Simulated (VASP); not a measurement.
```yaml
crystal:
  lattice:
    - [-1.45596, 1.45596, 1.45596]
    - [1.45596, -1.45596, 1.45596]
    - [1.45596, 1.45596, -1.45596]
  atoms:
    - { symbol: Fe, position: [0.00000, 0.00000, 0.00000], spin: 2.3 }
```

Computed with revPBE GGA, VASP's PBE PAW potentials (set 64) (plane waves; VASP). Settings: 520 eV cut-off, 18×18×18 Γ-centred mesh, first-order Methfessel-Paxton smearing of 0.10 eV, potentials Fe.

### Question
Give the stress tensor in GPa (positive for a compressed cell).

### Answer

```
-7.87   0.00   0.00
 0.00  -7.87   0.00
 0.00   0.00  -7.87
```
The pressure is its mean diagonal, -7.87 GPa.

The compound is Fe in the bcc structure. This cell is one point of a volume scan, at 1.06 of the reference volume.
